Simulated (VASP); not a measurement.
# SrMg6Ni (Amm2) in VASP: a series of runs

Aim: see how the results for SrMg6Ni move with the level of theory and the settings. Levels: LDA+U, PBEsol+U, LDA, revPBE+U. Tasks: electric field gradients, band structure, hyperfine couplings, optical spectrum.

Program: VASP 6.6.1. These are calculated values, not measurements. Logs are shortened: lines on timing, memory, paths and dates and some standing lists are left out, and cuts for length are marked.

## (1) Starting point

The structure is orthorhombic, space group Amm2 (No. 38). The conventional cell has a = 4.485 Å, b = 6.256 Å, c = 14.238 Å, α = 90.00°, β = 90.00°, γ = 90.00°. Sr (site symmetry mm2) has 8 Mg at 3.28 to 3.61 Å and 2 Ni at 3.38 Å as nearest neighbours. Around Ni (site symmetry mm2) lie 6 Mg at 2.72 to 2.74 Å. Mg (site symmetry mm2) has 8 Mg at 2.99 to 3.37 Å and 2 Sr at 3.35 Å as nearest neighbours. Around Mg (site symmetry m) lie 2 Ni at 2.74 Å and 3 Mg at 2.90 to 3.04 Å. Mg (site symmetry mm2) has 6 Mg at 3.22 to 3.32 Å and 2 Ni at 3.38 Å as nearest neighbours. Mg (site symmetry m) has 1 Ni at 2.72 Å and 5 Mg at 2.90 to 3.08 Å as nearest neighbours.

The cell comes from a database or a generator and needn't be the stable form of this composition.

## (2) Electric field gradients, LDA+U, collinear spin, ferromagnetic start

INCAR

```
SYSTEM = SrMg6Ni
  ALGO = Normal
  EDIFF = 1E-8
  ENCUT = 600
  ISIF = 2
  ISMEAR = 1
  ISPIN = 2
  LASPH = .TRUE.
  LCHARG = .FALSE.
  LDAU = .TRUE.
  LDAUJ = 0 0 0
  LDAUL = -1 2 -1
  LDAUPRINT = 1
  LDAUTYPE = 2
  LDAUU = 0 5.3 0
  LEFG = .TRUE.
  LMAXMIX = 4
  LORBIT = 11
  LREAL = .FALSE.
  LWAVE = .FALSE.
  MAGMOM = 0 1 0 0 0 0 0 0
  NELM = 120
  PREC = Accurate
  SIGMA = 0.1
```

KPOINTS

```
k-points
0
G
  6 5 5
  0 0 0
```

POSCAR

```
SrMg6Ni
1.0
    4.4852480000      0.0000000000      0.0000000000
    0.0000000000      3.1281750000      7.1187980000
    0.0000000000     -3.1281750000      7.1187980000
Sr Ni Mg
1 1 6
Direct
    0.5000000000      0.7182430000      0.7182430000
    0.0000000000      0.8957990000      0.8957990000
    0.5000000000      0.1335570000      0.1335570000
    0.5000000000      0.1652130000      0.6793490000
    0.5000000000      0.6793490000      0.1652130000
    0.0000000000      0.3051920000      0.3051920000
    0.0000000000      0.3049440000      0.7977040000
    0.0000000000      0.7977040000      0.3049440000
```

Potentials or basis: VASP PAW LDA potentials, release 64 (Sr_sv_GW, Ni_sv_GW, Mg_sv_GW).

Launch:

```console
cat potpaw_LDA.64/Sr_sv_GW/POTCAR potpaw_LDA.64/Ni_sv_GW/POTCAR potpaw_LDA.64/Mg_sv_GW/POTCAR > POTCAR
mpirun -np 1 vasp_std > vasp.out
```

OUTCAR:

```text
SYSTEM = SrMg6Ni
   EDIFF = 1E-8
   ENCUT = 600
   ISIF = 2
   ISMEAR = 1
   ISPIN = 2
   LASPH = .TRUE.
   LORBIT = 11
   LREAL = .FALSE.
   NELM = 120
   PREC = Accurate

 ion  position               nearest neighbor table
   1  0.500  0.718  0.718-
   2  0.000  0.896  0.896-
   3  0.500  0.134  0.134-
   4  0.500  0.165  0.679-
   5  0.500  0.679  0.165-
   6  0.000  0.305  0.305-
   7  0.000  0.305  0.798-
   8  0.000  0.798  0.305-

  LATTYP: Found a base centered orthorhombic cell.
 ALAT       =     6.2563500000
 B/A-ratio  =     2.2757032455
 C/A-ratio  =     0.7169112981

  Lattice vectors:

 A1 = (   0.0000000000,   3.1281750000,  -7.1187980000)
 A2 = (   0.0000000000,   3.1281750000,   7.1187980000)
 A3 = (   4.4852480000,   0.0000000000,   0.0000000000)

Analysis of symmetry for initial positions (statically):
=====================================================================
 Subroutine PRICEL returns:
 Original cell was already a primitive cell.

 Routine SETGRP: Setting up the symmetry group for a
 base centered orthorhombic supercell.

 Subroutine GETGRP returns: Found  4 space group operations
 (whereof  4 operations were pure point group operations)
 out of a pool of  8 trial point group operations.

The static configuration has the point symmetry C_2v.

Analysis of symmetry for dynamics (positions and initial velocities):
=====================================================================
 Subroutine PRICEL returns:
 Original cell was already a primitive cell.

 Routine SETGRP: Setting up the symmetry group for a
 base centered orthorhombic supercell.

 Subroutine GETGRP returns: Found  4 space group operations
 (whereof  4 operations were pure point group operations)
 out of a pool of  8 trial point group operations.

The dynamic configuration has the point symmetry C_2v.

[... 2931 lines left out ...]
     4.485248000  0.000000000  0.000000000     0.222953112  0.000000000  0.000000000
     0.000000000  3.128175000  7.118798000     0.000000000  0.159837605  0.070236576
     0.000000000 -3.128175000  7.118798000     0.000000000 -0.159837605  0.070236576

 POSITION                                       TOTAL-FORCE (eV/Angst)
 -----------------------------------------------------------------------------------
      2.24262      0.00000     10.22605         0.000000      0.000000      0.080952
      0.00000      0.00000     12.75402         0.000000      0.000000      0.195142
      2.24262      0.00000      1.90153         0.000000      0.000000     -0.038252
      2.24262     -1.60831      6.01227         0.000000     -0.203454     -0.025216
      2.24262      1.60831      6.01227         0.000000      0.203454     -0.025216
      0.00000      0.00000      4.34520         0.000000      0.000000      0.048932
      0.00000     -1.54144      7.84953         0.000000     -0.036360     -0.118171
      0.00000      1.54144      7.84953         0.000000      0.036360     -0.118171
 -----------------------------------------------------------------------------------
    total drift:                                0.000000     -0.000000     -0.005163

  FREE ENERGIE OF THE ION-ELECTRON SYSTEM (eV)
  ---------------------------------------------------
  free  energy   TOTEN  =      -105.5587480887 eV

  energy  without entropy=     -105.5595484632  energy(sigma->0) =     -105.55901488

 Electric field gradients (V/A^2)
---------------------------------------------------------------------
 ion       V_xx      V_yy      V_zz      V_xy      V_xz      V_yz
---------------------------------------------------------------------
   1       9.323    17.461   -26.784    -0.000    -0.000     0.000
   2      -1.753    -3.796     5.549     0.000    -0.000    -0.000
   3      -0.541    -6.521     7.062     0.000     0.000    -0.000
   4     -10.500     0.404    10.095     0.000    -0.000    -0.969
   5     -10.500     0.404    10.095     0.000    -0.000     0.969
   6       2.266    -6.227     3.961    -0.000     0.000     0.000
   7      -0.258     1.085    -0.826     0.000    -0.000    -9.500
   8      -0.258     1.085    -0.826     0.000    -0.000     9.500
---------------------------------------------------------------------

 Electric field gradients after diagonalization (V/A^2)
 (convention: |V_zz| > |V_xx| > |V_yy|)
----------------------------------------------------------------------
 ion       V_xx      V_yy      V_zz     asymmetry (V_yy - V_xx)/ V_zz
----------------------------------------------------------------------
   1      17.461     9.323   -26.784       0.304
   2      -3.796    -1.753     5.549       0.368
   3      -6.521    -0.541     7.062       0.847
   4      10.191     0.308   -10.500       0.941
   5      10.191     0.308   -10.500       0.941
   6       3.961     2.266    -6.227       0.272
   7      -9.418    -0.258     9.677       0.947
   8      -9.418    -0.258     9.677       0.947
----------------------------------------------------------------------

           NMR quadrupolar parameters

 Cq : quadrupolar parameter    Cq=e*Q*V_zz/h
 eta: asymmetry parameters     (V_yy - V_xx)/ V_zz
 Q  : nuclear electric quadrupole moment in mb (millibarn)
----------------------------------------------------------------------
 ion       Cq(MHz)       eta       Q (mb)
----------------------------------------------------------------------
   1      -0.065       0.304       1.000
   2       0.013       0.368       1.000
   3       0.017       0.847       1.000
   4      -0.025       0.941       1.000
   5      -0.025       0.941       1.000
   6      -0.015       0.272       1.000
   7       0.023       0.947       1.000
   8       0.023       0.947       1.000
----------------------------------------------------------------------

 total charge

# of ion       s       p       d       f       tot
--------------------------------------------------
    1        2.432   5.880   0.293   0.006   8.610
    2        2.215   6.122   8.068   0.000  16.405
    3        2.266   6.004   0.005   0.000   8.275
    4        2.245   6.009   0.008   0.000   8.262
    5        2.245   6.009   0.008   0.000   8.262
    6        2.219   5.989   0.004   0.000   8.212
    7        2.253   6.008   0.007   0.000   8.268
    8        2.253   6.008   0.007   0.000   8.268
--------------------------------------------------
tot         18.128  48.029   8.400   0.006  74.563

 magnetization (x)

# of ion       s       p       d       f       tot
--------------------------------------------------
    1       -0.000  -0.000   0.000   0.000  -0.000
    2        0.000   0.000  -0.000   0.000  -0.000
    3       -0.000  -0.000   0.000   0.000  -0.000
    4        0.000   0.000   0.000   0.000   0.000
    5        0.000   0.000   0.000   0.000   0.000
    6        0.000   0.000   0.000   0.000   0.000
    7        0.000   0.000   0.000   0.000   0.000
    8        0.000   0.000   0.000   0.000   0.000
--------------------------------------------------
tot         -0.000   0.000  -0.000   0.000  -0.000
```

It took 20 min on 1 thread of Intel Xeon 6975P-C (Granite Rapids), shared host; peak memory 0.87 GiB.

Results:

| Item | Value |
| --- | --- |
| Free energy | -105.5587 eV |
| Pressure | -3.2 GPa |
| Largest force | 0.205 eV/Å |
| Band gap on the k mesh | none (metal or under the smearing width) |
| Net moment | 0.00 μB per cell |
| Valence electrons inside the program's atomic spheres | Sr 8.61; Ni 16.41; Mg 8.28, 8.26, 8.21, 8.27 |

Forces on the atoms (eV/Å):
```
Sr   0.000  0.000  0.081
Ni   0.000  0.000  0.195
Mg   0.000  0.000 -0.038
Mg   0.000 -0.203 -0.025
Mg   0.000  0.203 -0.025
Mg   0.000  0.000  0.049
Mg   0.000 -0.036 -0.118
Mg   0.000  0.036 -0.118
```

Levels at points of the mesh, in eV from the Fermi level:
Spin up:
| k point | band 40 | band 41 | band 42 | band 43 | band 44 | band 45 | band 46 | band 47 | band 48 | band 49 |
| --- | --- | --- | --- | --- | --- | --- | --- | --- | --- | --- |
| (0.00, 0.00, 0.00) | -1.33 | -1.32 | -1.08 | -0.55 | -0.53 | 0.66 | 1.58 | 2.23 | 2.58 | 3.06 |
| (0.50, 0.00, 0.00) | -1.35 | -1.18 | -1.04 | -0.73 | -0.30 | -0.11 | -0.10 | 0.08 | 0.26 | 1.48 |
Spin down:
```tsv
k point	band 41	band 42	band 43	band 44	band 45	band 46	band 47	band 48
(0.00, 0.00, 0.00)	-1.32	-1.08	-0.55	-0.53	0.66	1.58	2.23	2.58
(0.50, 0.00, 0.00)	-1.18	-1.04	-0.73	-0.30	-0.11	-0.10	0.08	0.26
```

Electric field gradients, principal values (V/Å²):
```csv
atom,Vxx,Vyy,Vzz
1 Sr,9.323,17.461,-26.784
2 Ni,-1.753,-3.796,5.549
3 Mg,-0.541,-6.521,7.062
4 Mg,0.308,10.191,-10.500
5 Mg,0.308,10.191,-10.500
6 Mg,2.266,3.961,-6.227
7 Mg,-0.258,-9.418,9.677
8 Mg,-0.258,-9.418,9.677
```

Eigenvalues of the final occupation matrices:
```tsv
site	spin	trace	eigenvalues
site 2 d	1	4.05	0.80 0.80 0.80 0.82 0.82
site 2 d	2	4.05	0.80 0.80 0.80 0.82 0.82
```

Caveat: the U is typed as a test and isn't derived for this compound. The state reached can hang on the start; a lower one may exist.

## (3) Band structure, PBEsol+U, collinear spin, ferromagnetic start (volume scaled by 0.88)

run.py

```python
from ase.calculators.vasp import Vasp
from ase.dft.bandgap import bandgap
from ase.io import read

atoms = read('POSCAR')
atoms.set_initial_magnetic_moments([0.0, 1.0, 0.0, 0.0, 0.0, 0.0, 0.0, 0.0])
calc = Vasp(
    directory='calc',
    xc='pbesol',
    pp='PBE',
    setups='recommended',
    prec='Accurate',
    encut=520,
    ediff=1e-07,
    ismear=-1,
    sigma=0.05,
    lreal=False,
    lasph=True,
    nelm=150,
    algo='Normal',
    isif=2,
    lwave=False,
    lcharg=True,
    ispin=2,
    lorbit=11,
    lmaxmix=4,
    ldautype=2,
    ldauprint=1,
    ldau_luj={'Ni': {'L': 2, 'U': 4.5, 'J': 0}},
    kpts=[6, 5, 5],
    gamma=True,
)
atoms.calc = calc

print('energy (eV):', atoms.get_potential_energy())
print('free energy (eV):', atoms.get_potential_energy(force_consistent=True))
efermi = calc.get_fermi_level()
print('Fermi level (eV):', efermi)
path = atoms.cell.bandpath(npoints=60, eps=1e-4)
print('path:', path.path)
calc.set(kpts=path.kpts, reciprocal=True, icharg=11, isym=0, lcharg=False)
calc.calculate(atoms)
print('gap on the path (eV):', bandgap(calc, efermi=efermi)[0])
print('direct gap on the path (eV):', bandgap(calc, efermi=efermi, direct=True)[0])
```

POSCAR: that of step 2 with these lines changed.

```diff
@@ -2,5 +2,5 @@
 1.0
-    4.4852480000      0.0000000000      0.0000000000
-    0.0000000000      3.1281750000      7.1187980000
-    0.0000000000     -3.1281750000      7.1187980000
+    4.2981412662      0.0000000000      0.0000000000
+    0.0000000000      2.9976799623      6.8218300191
+    0.0000000000     -2.9976799623      6.8218300191
 Sr Ni Mg
```

Potentials or basis: VASP PAW PBE potentials, release 64 (Sr_sv, Ni, Mg).

Launch:

```console
python run.py
```

Run time: 5 min. Hardware: 1 thread of Intel Xeon 6975P-C (Granite Rapids), shared host; peak memory 0.64 GiB.

The run converged. Its results:

```yaml
Band_gap_along_the_path: none (metal or under the smearing width)
Net_moment: 0.00 μB per cell
```

Levels at the corners of the path, in eV from the Fermi level:
Spin up:
```tsv
point	band 14	band 15	band 16	band 17	band 18	band 19
Γ	-1.28	-0.59	-0.57	0.72	1.70	2.38
X	-0.92	0.71	1.09	1.15	1.40	1.78
S	-0.34	-0.11	1.11	1.31	2.13	2.21
R	-1.38	-1.34	-0.96	-0.84	0.52	1.23
A	-1.48	-1.46	-0.49	-0.25	0.42	1.12
Z	-1.07	-0.93	-0.38	-0.17	-0.13	0.04
Γ	-1.28	-0.59	-0.57	0.72	1.70	2.38
Y	-0.26	0.00	0.32	0.64	0.91	1.51
X1	-0.92	0.71	1.09	1.15	1.40	1.78
A1	-1.48	-1.46	-0.49	-0.25	0.42	1.12
T	-0.96	-0.67	-0.34	-0.11	1.16	1.47
Y	-0.26	0.00	0.32	0.64	0.91	1.51
Z	-1.07	-0.93	-0.38	-0.17	-0.13	0.04
T	-0.96	-0.67	-0.34	-0.11	1.16	1.47
```
Spin down:
```
point  band 12  band 13  band 14  band 15  band 16  band 17  band 18  band 19  band 20  band 21
    Γ    -1.63    -1.61    -1.28    -0.59    -0.57     0.72     1.70     2.38     2.82     3.28
    X    -1.73    -1.52    -0.92     0.71     1.09     1.15     1.40     1.78     2.38     2.59
    S    -1.73    -1.58    -0.34    -0.11     1.11     1.31     2.13     2.21     2.29     2.40
    R    -1.59    -1.58    -1.38    -1.34    -0.96    -0.84     0.52     1.23     1.89     2.00
    A    -1.62    -1.60    -1.48    -1.46    -0.49    -0.25     0.42     1.12     1.92     2.27
    Z    -1.49    -1.40    -1.07    -0.93    -0.38    -0.17    -0.13     0.04     0.30     1.72
    Γ    -1.63    -1.61    -1.28    -0.59    -0.57     0.72     1.70     2.38     2.82     3.28
    Y    -1.65    -1.37    -0.26     0.00     0.32     0.64     0.91     1.51     1.84     2.23
   X1    -1.73    -1.52    -0.92     0.71     1.09     1.15     1.40     1.78     2.38     2.59
   A1    -1.62    -1.60    -1.48    -1.46    -0.49    -0.25     0.42     1.12     1.92     2.27
    T    -1.61    -1.59    -0.96    -0.67    -0.34    -0.11     1.16     1.47     1.61     1.62
    Y    -1.65    -1.37    -0.26     0.00     0.32     0.64     0.91     1.51     1.84     2.23
    Z    -1.49    -1.40    -1.07    -0.93    -0.38    -0.17    -0.13     0.04     0.30     1.72
    T    -1.61    -1.59    -0.96    -0.67    -0.34    -0.11     1.16     1.47     1.61     1.62
```

Caveat: the log is that of the step along the path at fixed density, whose energy, stress, charges and moments have no meaning; the PAW data sets were made with another functional, which shifts forces and pressure a little; the U is typed as a test and isn't derived for this compound. The state reached can hang on the start; a lower one may exist.

[end of part 1 of 3]
